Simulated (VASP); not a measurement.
**SnTe: how cutoff and mesh change the relaxed cell**

How far does the relaxed cell of SnTe depend on cutoff and k mesh? The starting structure is a measured crystal structure from the Crystallography Open Database. The first relaxation on each setting starts from this cell expanded by 3 % in volume.

Calculated with VASP 6.6.1; Kohn-Sham DFT with plane waves and PAW; PBEsol.

**1. The structure**

Symmetry: Fm-3m, No. 225, cubic system. Conventional cell: a = 6.313 Å, b = 6.313 Å, c = 6.313 Å, α = 90.00°, β = 90.00°, γ = 90.00°. Nearest to Te lie 6 Sn at 3.16 Å. Nearest to Sn lie 6 Te at 3.16 Å. Farther neighbours and most contacts between anions are not listed.

**2. Reference relaxation**

This run starts from the cell of an earlier relaxation, which isn't shown; the restart sets up the plane waves anew.

INCAR reads:

```
SYSTEM = SnTe
PREC = Accurate
ENCUT = 450
EDIFF = 1E-06
NELM = 100
ISMEAR = 0
SIGMA = 0.03
LREAL = .FALSE.
ALGO = Normal
GGA = PS
NBANDS = 16
LORBIT = 11
LWAVE = .FALSE.
LCHARG = .FALSE.
KPAR = 4
IBRION = 2
NSW = 50
ISIF = 3
EDIFFG = -0.006
```

POSCAR reads:

```
SnTe
1.0
    0.0000000000      3.1432905493      3.1432905493
    3.1432905493      0.0000000000      3.1432905493
    3.1432905493      3.1432905493      0.0000000000
Te Sn
1 1
Direct
    0.5000000000      0.5000000000      0.5000000000
    0.0000000000      0.0000000000      0.0000000000
```

KPOINTS reads:

```
Automatic mesh
0
Gamma
6 6 6
0 0 0
```

Potentials, in the order of the species: Te and Sn_d (PBE family, release 64).

Started as:

```sh
> mpirun -np 4 vasp_std
```

The log of the run:

```text
[banner, memory and clock lines left out]
running    4 mpi-ranks, on    1 nodes
 distrk:  each k-point on    1 cores,    4 groups
 distr:  one band on    1 cores,    1 groups

 POSCAR found type information on POSCAR TeSn
 POSCAR found :  2 types and       2 ions
|                                                                             |
|               ----> ADVICE to this user running VASP <----                  |
|                                                                             |
|     You enforced a specific xc type in the INCAR file but a different       |
|     [... a line on the potential file left out ...]
|     I HOPE YOU KNOW WHAT YOU ARE DOING!                                     |
|                                                                             |

 LDA part: xc-table for (Slater+PW92), standard interpolation
 POSCAR, INCAR and KPOINTS ok, starting setup
 FFT: planning ... GRIDC
 FFT: planning ... GRID_SOFT
 FFT: planning ... GRID
 WAVECAR not read
 entering main loop
       N       E                     dE             d eps       ncg     rms          rms(c)
DAV:   1     0.118114331546E+03    0.11811E+03   -0.90552E+03   520   0.134E+03
DAV:   2     0.177492765215E+01   -0.11634E+03   -0.11325E+03   576   0.341E+02
DAV:   3    -0.811367835370E+01   -0.98886E+01   -0.98660E+01   624   0.877E+01
DAV:   4    -0.838533872498E+01   -0.27166E+00   -0.27161E+00   656   0.156E+01
DAV:   5    -0.839672312503E+01   -0.11384E-01   -0.11384E-01   736   0.289E+00    0.538E+00
DAV:   6    -0.834399300455E+01    0.52730E-01   -0.11606E-01   736   0.287E+00    0.337E+00
DAV:   7    -0.834168798443E+01    0.23050E-02   -0.46616E-02   648   0.140E+00    0.669E-01
DAV:   8    -0.834087917137E+01    0.80881E-03   -0.75108E-03   672   0.778E-01    0.161E-01
DAV:   9    -0.834094826198E+01   -0.69091E-04   -0.51754E-04   672   0.218E-01    0.499E-02
DAV:  10    -0.834093066297E+01    0.17599E-04   -0.69958E-05   712   0.830E-02    0.231E-02
DAV:  11    -0.834092999785E+01    0.66513E-06   -0.20051E-05   616   0.399E-02    0.143E-02
DAV:  12    -0.834092987807E+01    0.11977E-06   -0.17285E-06   528   0.130E-02
   1 F= -.83409299E+01 E0= -.83409297E+01  d E =-.834093E+01
 curvature:   0.00 expect dE= 0.000E+00 dE for cont linesearch  0.000E+00
 trial: gam= 0.00000 g(F)=  0.760E-60 g(S)=  0.965E-06 ort = 0.000E+00 (trialstep = 0.100E+01)
 search vector abs. value=  0.965E-06
 reached required accuracy - stopping structural energy minimisation
```

The job ended after 7.8 s (4 MPI ranks of AMD EPYC 7R43, shared host; peak memory 0.59 GiB).

The logs omit lines about the potential files and the build; timing stands in the text.

Parts of OUTCAR (step 2):

```text
ion  position               nearest neighbor table
   1  0.500  0.500  0.500-   2 3.14   2 3.14   2 3.14   2 3.14   2 3.14   2 3.14
   2  0.000  0.000  0.000-   1 3.14   1 3.14   1 3.14   1 3.14   1 3.14   1 3.14

  LATTYP: Found a face centered cubic cell.
 ALAT       =     6.2865810986

 Subroutine GETGRP returns: Found 48 space group operations
 (whereof 48 operations were pure point group operations)

The static configuration has the point symmetry O_h .

 Found     16 irreducible k-points:

   k-points           NKPTS =     16   k-points in BZ     NKDIM =     16   number of bands    NBANDS=     16

   dimension x,y,z NGX =    32 NGY =   32 NGZ =   32
   dimension x,y,z NGXF=    64 NGYF=   64 NGZF=   64

   ENCUT  =  450.0 eV  33.07 Ry    5.75 a.u.   7.69  7.69  7.69*2*pi/ulx,y,z

   NELECT =      20.0000    total number of electrons

 k-points in reciprocal lattice and weights: Automatic mesh
   0.00000000  0.00000000  0.00000000       0.005
   0.16666667  0.00000000  0.00000000       0.037
   0.33333333  0.00000000  0.00000000       0.037
   0.50000000  0.00000000  0.00000000       0.019
   0.16666667  0.16666667  0.00000000       0.028
   0.33333333  0.16666667  0.00000000       0.111
   0.50000000  0.16666667  0.00000000       0.111
  -0.33333333  0.16666667  0.00000000       0.111
  -0.16666667  0.16666667  0.00000000       0.056
[...]
-0.33333333  0.33333333  0.16666667       0.111
  -0.33333333  0.50000000  0.16666667       0.056

 average (electrostatic) potential at core
       1 -87.6303       2-100.3428

 E-fermi :   6.9158

 k-point     1 :       0.0000    0.0000    0.0000
  band No.  band energies     occupation
    ...
      6      -5.9833      2.00000
      7       2.2042      2.00000
      8       4.7390      2.00000
      9       4.7390      2.00000
     10       4.7390      2.00000
     11      10.2368      0.00000
     12      10.2368      0.00000
     13      10.2368      0.00000
     14      11.5947      0.00000
     15      11.5947      0.00000
    ...

 k-point     2 :       0.1667    0.0000    0.0000
  band No.  band energies     occupation
    ...
      6      -5.7486      2.00000
      7       1.0650      2.00000
      8       4.7814      2.00000
      9       4.7814      2.00000
     10       5.4917      2.00000
     11       9.1777      0.00000
     12       9.1777      0.00000
     13       9.2125      0.00000
     14      11.5636      0.00000
     15      12.1594      0.00000
    ...

 k-point     3 :       0.3333    0.0000    0.0000
  band No.  band energies     occupation
    ...
      6      -5.1359      2.00000
      7      -0.6383      2.00000
      8       4.9375      2.00000
      9       4.9375      2.00000
     10       6.2707      2.00000
     11       7.8176      0.00000
     12       7.8176      0.00000
     13       7.8649      0.00000
     14      12.6835      0.00000
     15      13.6951      0.00000
    ...

  Total       -0.0036509     -0.0036509     -0.0036509     -0.0000000     -0.0000000      0.0000000
  in kB       -0.0941738     -0.0941738     -0.0941738     -0.0000000     -0.0000000      0.0000000
  external PRESSURE =      -0.0941738 kB  Pullay stress =       0.0000000 kB

  energy-cutoff  :      450.00
  volume of cell :       62.11
      direct lattice vectors                 reciprocal lattice vectors
     0.000000000  3.143290549  3.143290549    -0.159068973  0.159068973  0.159068973
     3.143290549  0.000000000  3.143290549     0.159068973 -0.159068973  0.159068973
     3.143290549  3.143290549  0.000000000     0.159068973  0.159068973 -0.159068973

 POSITION                                       TOTAL-FORCE (eV/Angst)
 -----------------------------------------------------------------------------------
      3.14329      3.14329      3.14329         0.000000     -0.000000     -0.000000
      0.00000      0.00000      0.00000        -0.000000      0.000000      0.000000
 -----------------------------------------------------------------------------------
    total drift:                                0.000000     -0.000000     -0.000000

  FREE ENERGIE OF THE ION-ELECTRON SYSTEM (eV)
  ---------------------------------------------------
  free  energy   TOTEN  =        -8.3409298781 eV

  energy  without entropy=       -8.3409295059  energy(sigma->0) =       -8.34092969

 reached required accuracy - stopping structural energy minimisation

 total charge
# of ion       s       p       d       tot
------------------------------------------
    1        1.392   1.949   0.031   3.372
    2        1.352   0.752   9.987  12.091
--------------------------------------------------
tot          2.744   2.701  10.018  15.463

[... 3 further parts left out ...]
```

The PAW data sets were made with PBE, which is usual practice but a small mismatch for other functionals. The run keeps the 48 symmetry operations of its start, so it cannot find a distortion of lower symmetry.

The reference relaxation ends at 31.057 Å³ an atom.

**3. Relaxation with a cutoff of 240 eV**

Against step 2 the input has ENCUT = 240. This run starts from the cell of an earlier relaxation, which isn't shown; the restart sets up the plane waves anew.

Edit INCAR of step 2 so:

```diff
@@ -2,3 +2,3 @@
 PREC = Accurate
-ENCUT = 450
+ENCUT = 240
 EDIFF = 1E-06
```

POSCAR reads:

```
SnTe
1.0
    0.0000000000      3.1405306065      3.1405306065
    3.1405306065      0.0000000000      3.1405306065
    3.1405306065      3.1405306065      0.0000000000
Te Sn
1 1
Direct
    0.5000000000      0.5000000000      0.5000000000
    0.0000000000      0.0000000000      0.0000000000
```

KPOINTS is that of step 2.

Started as:

```sh
> mpirun -np 4 vasp_std
```

The log of the run:

```text
[banner, memory and clock lines left out]
running    4 mpi-ranks, on    1 nodes
[...]
[... a notice as in an earlier step ...]

 LDA part: xc-table for (Slater+PW92), standard interpolation
 POSCAR, INCAR and KPOINTS ok, starting setup
[...]
entering main loop
       N       E                     dE             d eps       ncg     rms          rms(c)
DAV:   1     0.934828337830E+02    0.93483E+02   -0.65736E+03   544   0.846E+02
DAV:   2    -0.202680647352E+01   -0.95510E+02   -0.93676E+02   576   0.250E+02
DAV:   3    -0.827225734959E+01   -0.62455E+01   -0.62344E+01   640   0.644E+01
DAV:   4    -0.838963429860E+01   -0.11738E+00   -0.11737E+00   648   0.956E+00
[...]
DAV:  10    -0.833821452251E+01    0.23196E-04   -0.73158E-05   696   0.771E-02    0.231E-02
DAV:  11    -0.833821361901E+01    0.90350E-06   -0.20665E-05   672   0.359E-02    0.143E-02
DAV:  12    -0.833821357843E+01    0.40579E-07   -0.12292E-06   512   0.898E-03
   1 F= -.83382136E+01 E0= -.83382135E+01  d E =-.833821E+01
[...]
DAV:   4    -0.833829597291E+01    0.40865E-04   -0.78382E-05   584   0.602E-02    0.482E-02
DAV:   5    -0.833828065463E+01    0.15318E-04   -0.13713E-05   608   0.257E-02    0.573E-03
DAV:   6    -0.833828051192E+01    0.14271E-06   -0.19697E-06   552   0.197E-02
   2 F= -.83382805E+01 E0= -.83382805E+01  d E =-.669335E-04
 trial-energy change:   -0.000067  1 .order   -0.000107   -0.000611    0.000397
 step:   0.5472(harm=  0.6058)  dis= 0.00000  next Energy=    -8.338374 (dE=-0.161E-03)
[...]
N       E                     dE             d eps       ncg     rms          rms(c)
DAV:   1    -0.833985548479E+01   -0.15748E-02   -0.31551E-02   624   0.244E+00    0.223E-01
DAV:   2    -0.833868184049E+01    0.11736E-02   -0.17913E-03   656   0.575E-01    0.944E-02
DAV:   3    -0.833838635468E+01    0.29549E-03   -0.76265E-04   640   0.360E-01    0.195E-02
DAV:   4    -0.833837543918E+01    0.10916E-04   -0.15783E-05   584   0.269E-02    0.220E-02
DAV:   5    -0.833836974088E+01    0.56983E-05   -0.28707E-06   560   0.118E-02    0.248E-03
DAV:   6    -0.833836957540E+01    0.16548E-06   -0.41379E-07   304   0.922E-03
   3 F= -.83383696E+01 E0= -.83383695E+01  d E =-.155997E-03
[...]
reached required accuracy - stopping structural energy minimisation
```

Run time: 7.2 s. Hardware: 4 MPI ranks; peak memory 0.41 GiB; 25 s of CPU time.

Parts of OUTCAR (step 3):

```text
  Total       -0.0014011     -0.0014011     -0.0014011      0.0000000      0.0000000      0.0000000
  in kB       -0.0363684     -0.0363684     -0.0363684      0.0000000      0.0000000      0.0000000
  external PRESSURE =      -0.0363684 kB  Pullay stress =       0.0000000 kB

 POSITION                                       TOTAL-FORCE (eV/Angst)
 -----------------------------------------------------------------------------------
      3.13672      3.13672      3.13672        -0.000000      0.000000     -0.000000
      0.00000      0.00000     -0.00000         0.000000     -0.000000      0.000000
 -----------------------------------------------------------------------------------
    total drift:                                0.000000     -0.000000     -0.000000

  FREE ENERGIE OF THE ION-ELECTRON SYSTEM (eV)
  ---------------------------------------------------
  free  energy   TOTEN  =        -8.3383695754 eV

  energy  without entropy=       -8.3383695146  energy(sigma->0) =       -8.33836955

[... 2 parts as in an earlier step ...]

[... 2 further parts left out ...]
[key lines of the parts left out:]
E-fermi :   7.0000
```

With a cutoff of 240 eV the cell ends at 30.862 Å³ an atom, -0.63 % from the reference.

**4. Relaxation with a 3×3×3 mesh**

Against step 2 the input has a 3×3×3 mesh (also changed: KPAR and NCORE). This run starts from the cell of an earlier relaxation, which isn't shown; the restart sets up the plane waves anew.

Edit INCAR of step 3 so:

```diff
@@ -2,3 +2,3 @@
 PREC = Accurate
-ENCUT = 240
+ENCUT = 450
 EDIFF = 1E-06
@@ -14,3 +14,4 @@
 LCHARG = .FALSE.
-KPAR = 4
+KPAR = 2
+NCORE = 2
 IBRION = 2
```

POSCAR reads:

```
SnTe
1.0
    0.0000000000      3.1435935936      3.1435935936
    3.1435935936      0.0000000000      3.1435935936
    3.1435935936      3.1435935936      0.0000000000
Te Sn
1 1
Direct
    0.5000000000      0.5000000000      0.5000000000
    0.0000000000      0.0000000000      0.0000000000
```

KPOINTS reads:

```
Automatic mesh
0
Gamma
3 3 3
0 0 0
```

Started as:

```sh
> mpirun -np 4 vasp_std
```

The log of the run:

```text
[banner, memory and clock lines left out]
running    4 mpi-ranks, on    1 nodes
[...]
[... a notice as in an earlier step ...]

 LDA part: xc-table for (Slater+PW92), standard interpolation
 POSCAR, INCAR and KPOINTS ok, starting setup
[...]
entering main loop
       N       E                     dE             d eps       ncg     rms          rms(c)
DAV:   1     0.111573592373E+03    0.11157E+03   -0.88628E+03   128   0.134E+03
DAV:   2    -0.249065389028E+00   -0.11182E+03   -0.11036E+03   152   0.346E+02
DAV:   3    -0.826959652851E+01   -0.80205E+01   -0.80121E+01   168   0.798E+01
DAV:   4    -0.848186179284E+01   -0.21227E+00   -0.21225E+00   152   0.141E+01
[...]
DAV:   9    -0.843591986278E+01   -0.76190E-04   -0.53141E-04   136   0.183E-01    0.977E-02
DAV:  10    -0.843591359551E+01    0.62673E-05   -0.41119E-05   168   0.607E-02    0.503E-02
DAV:  11    -0.843591266321E+01    0.93230E-06   -0.91432E-06   152   0.264E-02
   1 F= -.84359127E+01 E0= -.84359127E+01  d E =-.843591E+01
[... from here on, the cycles between the ionic steps are left out ...]
   2 F= -.84358668E+01 E0= -.84358668E+01  d E =0.458153E-04
   3 F= -.84359038E+01 E0= -.84359038E+01  d E =0.889278E-05
   4 F= -.84359094E+01 E0= -.84359094E+01  d E =0.323025E-05
[...]
reached required accuracy - stopping structural energy minimisation
```

Run time: 6.2 s. Hardware: 4 MPI ranks; peak memory 0.49 GiB; 22 s of CPU time.

Parts of OUTCAR (step 4):

```text
  Total        0.0055809      0.0055809      0.0055809      0.0000000      0.0000000     -0.0000000
  in kB        0.1439903      0.1439903      0.1439903      0.0000000      0.0000000     -0.0000000
  external PRESSURE =       0.1439903 kB  Pullay stress =       0.0000000 kB

 POSITION                                       TOTAL-FORCE (eV/Angst)
 -----------------------------------------------------------------------------------
      3.14304      3.14304      3.14304        -0.000000     -0.000000     -0.000000
      0.00000      0.00000      0.00000         0.000000      0.000000      0.000000
 -----------------------------------------------------------------------------------
    total drift:                                0.000000     -0.000000     -0.000000

  FREE ENERGIE OF THE ION-ELECTRON SYSTEM (eV)
  ---------------------------------------------------
  free  energy   TOTEN  =        -8.4359094330 eV

  energy  without entropy=       -8.4359094330  energy(sigma->0) =       -8.43590943

[... 1 part as in an earlier step ...]

[... 3 further parts left out ...]
[key lines of the parts left out:]
E-fermi :   6.4427
```

With a 3×3×3 mesh the cell ends at 31.049 Å³ an atom, -0.02 % from the reference.

[end of part 1 of 2]

[Lines on the potential files, build, host, timing and source positions are cut from VASP's logs without a mark.]

[Logs are printed without paths, hosts, clocks, repeated set-up lines and the standing remarks that a program may print on its own settings, such as how far it seeks lower states.]

[Hosts, paths, dates, database ids (printed as entryN), source tags and the programs' standing remarks are cut or masked in the printed files.]
